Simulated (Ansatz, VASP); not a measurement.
# Ni3P2O8 (Ni3P2O8 (P2_1/c)) in two plane-wave programs, part 3 of 3

Wanted: the spread between two codes on one cell, functional and k mesh. Of the first pair: The structure shown is the start of the Ansatz relaxation below; VASP solves that cell, so the two are compared at the walk's first step.

VASP 6.6.1 and Ansatz 0.2.0.

So far. Step 4 (Differences): The forces differ by 12 meV/Å r.m.s., which is 3.7 % of the r.m.s. force of 0.320 eV/Å (both taken over all components). Moments aren't recorded for both runs of this pair, so they may hold unlike magnetic states.

In doubt: warnings of the run leave room for a lower electronic state (step 5), so energies may not be the lowest and differences between runs may mislead.

## (5) Ansatz: relaxation, PBEsol

Level of this step: Ansatz beside VASP: Kohn-Sham DFT, plane waves, PBEsol (Ansatz).

This run makes the geometry at which the two programs are then compared. The cell compared in this pair holds 270.96 Å³, against 273.99 Å³ for the pair before.

The structure compared here is the end of the Ansatz relaxation.

The input, input.yaml:

```yaml
crystal:
  lattice:
    - [5.8074432, 0.0, 0.0]
    - [0.0, 4.68332, 0.0]
    - [-0.2030019, 0.0, 10.073927]
  atoms:
    - { symbol: Ni, position: [0.75712387, 0.51311573, 0.22650095], spin: 1.5 }
    - { symbol: Ni, position: [0.24287613, 0.01311573, 0.27349905], spin: 1.5 }
    - { symbol: Ni, position: [0.75712387, 0.98688427, 0.72650095], spin: 1.5 }
    - { symbol: Ni, position: [0.24287613, 0.48688427, 0.77349905], spin: 1.5 }
    - { symbol: Ni, position: [0.5, 0.0, 0.0], spin: 1.5 }
    - { symbol: Ni, position: [0.5, 0.5, 0.5], spin: 1.5 }
    - { symbol: P, position: [0.25055317, 0.5772498, 0.0947762] }
    - { symbol: P, position: [0.74944683, 0.0772498, 0.4052238] }
    - { symbol: P, position: [0.74944683, 0.4227502, 0.9052238] }
    - { symbol: P, position: [0.25055317, 0.9227502, 0.5947762] }
    - { symbol: O, position: [0.466257, 0.73420335, 0.16222728] }
    - { symbol: O, position: [0.533743, 0.23420335, 0.33777272] }
    - { symbol: O, position: [0.533743, 0.26579665, 0.83777272] }
    - { symbol: O, position: [0.466257, 0.76579665, 0.66222728] }
    - { symbol: O, position: [0.05043578, 0.69985178, 0.1731356] }
    - { symbol: O, position: [0.94956422, 0.19985178, 0.3268644] }
    - { symbol: O, position: [0.94956422, 0.30014822, 0.8268644] }
    - { symbol: O, position: [0.05043578, 0.80014822, 0.6731356] }
    - { symbol: O, position: [0.25584243, 0.80828525, 0.45179925] }
    - { symbol: O, position: [0.74415757, 0.30828525, 0.04820075] }
    - { symbol: O, position: [0.26743329, 0.24688403, 0.60124758] }
    - { symbol: O, position: [0.73256671, 0.74688403, 0.89875242] }
    - { symbol: O, position: [0.73256671, 0.75311597, 0.39875242] }
    - { symbol: O, position: [0.74415757, 0.19171475, 0.54820075] }
    - { symbol: O, position: [0.25584243, 0.69171475, 0.95179925] }
    - { symbol: O, position: [0.26743329, 0.25311597, 0.10124758] }
magnetization:
  spin_polarized: true
basis:
  ecutwfc: 420
  xc_grid: 2
hamiltonian:
  xc: pbesol
kpoints:
  mp_grid: { grid: [5, 6, 3] }
scf:
  occupations: { method: fermi_dirac, width: 0.01 }
  max_iter: 150
output:
  forces: true
  stress: true
relax:
  f_tol: 0.01
  max_steps: 60
  cell: {}
checkpoint:
  write: "../pbesol.run"
  compress: false
  write_wavefunctions: false
  write_every: 100000
```

Started as:

```sh
$ ansatz run input.yaml --threads 4 --pin off --max-ram 6594MiB --backend cpu --events-out ev --progress --plain --runs-dir out
```

Numbers of over 12 decimals in the logs are rounded to 6 here.

The program printed:

```text
[...]
Crystal: 26 atoms, lattice volume = 273.992 Å³
Basis set: ecut = 420 eV, 5357 PW (Γ), exchange–correlation on 80×64×144 points (8 copies of the dense FFT grid, shifted against one another)
Bands: 143, of which v1, the nominal top of the filled ones, is band 112 counted from 1 (111 counted from 0)
Symmetry: 4 space group operations
[...]
- { symbol: O, position: [0.951830, 0.201102, 0.325909] }
    - { symbol: O, position: [0.951830, 0.298898, 0.825909] }
    - { symbol: O, position: [0.048170, 0.798898, 0.674091] }
[...]
- { symbol: O, position: [0.733561, 0.748157, 0.399101] }
    - { symbol: O, position: [0.743199, 0.192359, 0.549567] }
    - { symbol: O, position: [0.256801, 0.692359, 0.950433] }
    - { symbol: O, position: [0.266439, 0.248157, 0.100899] }
[key lines of the parts left out:]
SCF converged after 7 iterations
Magnetization: 12.0000 μB (118.0000 up, 106.0000 down)
Free energy (F): -46762.634918 eV
Fermi energy:    9.144837 eV
P = ⅓ Tr σ = -0.0071 GPa (-0.071 kbar)
```

## (6) VASP: single point, PBEsol, relaxed cell, pair 2

The same cell, functional, mesh and smearing now go to VASP, with its own data sets.

The input, INCAR:

```
SYSTEM = Ni3P2O8
PREC = Accurate
ENCUT = 600
EDIFF = 1E-06
NELM = 200
ISMEAR = -1
SIGMA = 0.01
LREAL = .FALSE.
ALGO = Normal
GGA = PS
NBANDS = 108
ISPIN = 2
MAGMOM = 1.59 1.59 1.59 1.59 1.55 1.55 0.01 0.01 0.01 0.01 0.16 0.16 0.16 0.16 0.11 0.11 0.11 0.11 0.11 0.11 0.09 0.09 0.09 0.11 0.11 0.09
LASPH = .TRUE.
LMAXMIX = 4
LORBIT = 11
LWAVE = .FALSE.
LCHARG = .FALSE.
ISIF = 2
GGA_COMPAT = .FALSE.
KPAR = 4
```

The input, POSCAR:

```
Ni3P2O8
1.0
    5.7737929405      0.0000000000      0.0036209884
    0.0000000000      4.6638083181      0.0000000000
   -0.1955444634      0.0000000000     10.0623522894
Ni P O
6 4 16
Direct
    0.7548356419      0.5120024524      0.2270342576
    0.2451643581      0.0120024524      0.2729657424
    0.7548356419      0.9879975476      0.7270342576
    0.2451643581      0.4879975476      0.7729657424
    0.5000000000      0.0000000000      0.0000000000
    0.5000000000      0.5000000000      0.5000000000
    0.2505825389      0.5764361175      0.0946681018
    0.7494174611      0.0764361175      0.4053318982
    0.7494174611      0.4235638825      0.9053318982
    0.2505825389      0.9235638825      0.5946681018
    0.4690711480      0.7366391550      0.1627274276
    0.5309288520      0.2366391550      0.3372725724
    0.5309288520      0.2633608450      0.8372725724
    0.4690711480      0.7633608450      0.6627274276
    0.0481701269      0.7011020142      0.1740911710
    0.9518298731      0.2011020142      0.3259088290
    0.9518298731      0.2988979858      0.8259088290
    0.0481701269      0.7988979858      0.6740911710
    0.2568008781      0.8076405482      0.4504327740
    0.7431991219      0.3076405482      0.0495672260
    0.2664385413      0.2518425467      0.6008986339
    0.7335614587      0.7518425467      0.8991013661
    0.7335614587      0.7481574533      0.3991013661
    0.7431991219      0.1923594518      0.5495672260
    0.2568008781      0.6923594518      0.9504327740
    0.2664385413      0.2481574533      0.1008986339
```

The input, KPOINTS:

```
Automatic mesh
0
Gamma
5 6 3
0 0 0
```

PAW data sets: Ni, P and O (PBE family, release 64).

Started as:

```sh
$ mpirun -np 4 vasp_std
```

The program printed:

```text
[banner, memory and clock lines left out]
running    4 mpi-ranks, on    1 nodes
[...]
[... a notice as in an earlier step ...]

 [... a notice as in an earlier step ...]

 LDA part: xc-table for (Slater+PW92), standard interpolation
 POSCAR, INCAR and KPOINTS ok, starting setup
[...]
entering main loop
       N       E                     dE             d eps       ncg     rms          rms(c)
DAV:   1     0.248827605211E+04    0.24883E+04   -0.87591E+04 13832   0.206E+03
DAV:   2     0.253627419683E+03   -0.22346E+04   -0.20687E+04 14544   0.561E+02
DAV:   3    -0.172150689902E+03   -0.42578E+03   -0.40170E+03 14988   0.251E+02
DAV:   4    -0.206935371014E+03   -0.34785E+02   -0.33903E+02 16384   0.730E+01
[...]
DAV:  15    -0.183159175613E+03   -0.27160E-04   -0.18542E-04 19096   0.152E-01    0.299E-02
DAV:  16    -0.183159196416E+03   -0.20803E-04   -0.72616E-05 17048   0.452E-02    0.132E-02
DAV:  17    -0.183159197057E+03   -0.64044E-06   -0.41441E-06 14672   0.131E-02
   1 F= -.18315920E+03 E0= -.18315920E+03  d E =-.151322E-10  mag=    12.0000
```

Parts of OUTCAR (step 6):

```text
  Total       -0.4508856     -0.3989663     -0.3585576      0.0000000      0.0000000     -0.0322676
  in kB       -2.6660622     -2.3590661     -2.1201314      0.0000000      0.0000000     -0.1907966
  external PRESSURE =      -2.3817533 kB  Pullay stress =       0.0000000 kB

 POSITION                                       TOTAL-FORCE (eV/Angst)
 -----------------------------------------------------------------------------------
      4.31387      2.38788      2.28723         0.006008      0.008715     -0.001296
      1.36215      0.05598      2.74757        -0.006008      0.008715      0.001296
      4.21610      4.60783      7.31841         0.006008     -0.008715     -0.001296
      1.26438      2.27593      7.77874        -0.006008     -0.008715      0.001296
      2.88690      0.00000      0.00181        -0.000000      0.000000      0.000000
      2.78912      2.33190      5.03299        -0.000000      0.000000      0.000000
      1.42830      2.68839      0.95349        -0.012108     -0.013340      0.006810
      4.24772      0.35648      4.08131         0.012108     -0.013340     -0.006810
      4.14995      1.97542      9.11248         0.012108      0.013340     -0.006810
      1.33053      4.30732      5.98467        -0.012108      0.013340      0.006810
      2.67650      3.43554      1.63912         0.010395     -0.004325      0.007665
      2.99952      1.10364      3.39568        -0.010395     -0.004325     -0.007665
      2.90175      1.22826      8.42685        -0.010395      0.004325     -0.007665
      2.57873      3.56017      6.67030         0.010395      0.004325      0.007665
[...]
-----------------------------------------------------------------------------------
    total drift:                                0.000000      0.000000     -0.000000

  FREE ENERGIE OF THE ION-ELECTRON SYSTEM (eV)
  ---------------------------------------------------
  free  energy   TOTEN  =      -183.1591970568 eV

  energy  without entropy=     -183.1591970568  energy(sigma->0) =     -183.15919706

 magnetization (x)
# of ion       s       p       d       tot
------------------------------------------
    1        0.002   0.005   1.606   1.613
    2        0.002   0.005   1.606   1.613
    3        0.002   0.005   1.606   1.613
    4        0.002   0.005   1.606   1.613
    5       -0.000   0.000   1.559   1.559
    6       -0.000   0.000   1.559   1.559
    7        0.002   0.010   0.000   0.013
    8        0.002   0.010   0.000   0.013
    9        0.002   0.010   0.000   0.013
   10        0.002   0.010   0.000   0.013
   11        0.016   0.154   0.000   0.169
   12        0.016   0.154   0.000   0.169
   13        0.016   0.154   0.000   0.169
[...]
--------------------------------------------------
tot          0.233   1.876   9.542  11.651

[... 1 part as in an earlier step ...]

[... 2 further parts left out ...]
[key lines of the parts left out:]
E-fermi :   5.0911
```

The run ends at a pressure of -0.24 GPa, with forces up to 0.028 eV/Å.

## (7) Differences

What differs besides the data sets and the points named for the pairs above, as far as they apply: the data sets hold 224 valence electrons in Ansatz (on its default PAW (the set named soft_2) files) and 176 in VASP; the cutoff is 420 eV in Ansatz and 600 eV in VASP; Ansatz's pressure holds a Pulay correction, VASP's none; site moments are counted in spheres of each program's own size. Total energies have different zeros and are not compared.

Compared:

| quantity | Ansatz | VASP | difference |
| --- | --- | --- | --- |
| pressure (GPa) | -0.01 | -0.24 | +0.23 |
| total moment (μB) | 12.00 | 12.00 | 0.00 |
| moment on Ni1 (μB) | 1.59 | 1.61 | -0.03 |
| moment on Ni2 (μB) | 1.59 | 1.61 | -0.03 |
| moment on Ni3 (μB) | 1.59 | 1.61 | -0.03 |
| moment on Ni4 (μB) | 1.59 | 1.61 | -0.03 |
| moment on Ni5 (μB) | 1.55 | 1.56 | 0.00 |
| moment on Ni6 (μB) | 1.55 | 1.56 | 0.00 |
| moment on O11 (μB) | 0.16 | 0.17 | -0.01 |
| moment on O12 (μB) | 0.16 | 0.17 | -0.01 |

At this near-relaxed geometry the largest component of a force difference is 26 meV/Å.

## (8) Outcome

```json
{"r.m.s. force difference (single point, PBEsol, start cell, pair 1)": "3.7 % of the r.m.s. force", "difference in total moment (single point, PBEsol, relaxed cell, pair 2)": "0 μB", "r.m.s. force difference (single point, PBEsol, relaxed cell, pair 2)": "11 meV/Å"}
```

The r.m.s. force difference is 3.7 % of the r.m.s. force (single point, PBEsol, start cell, pair 1), beyond the 3 % picked in this series as the mark of a large difference. The data sets hold unlike numbers of valence electrons (224 in Ansatz and 176 in VASP), so part of the differences comes from the potentials. How closely two codes agree says nothing of how well the functional describes the real material.

[Lines on the potential files, build, host, timing and source positions are cut from VASP's logs without a mark.]

[Logs are printed without paths, hosts, clocks, repeated set-up lines and the standing remarks that a program may print on its own settings, such as how far it seeks lower states.]

[Hosts, paths, dates, database ids (printed as entryN), source tags and the programs' standing remarks are cut or masked in the printed files.]
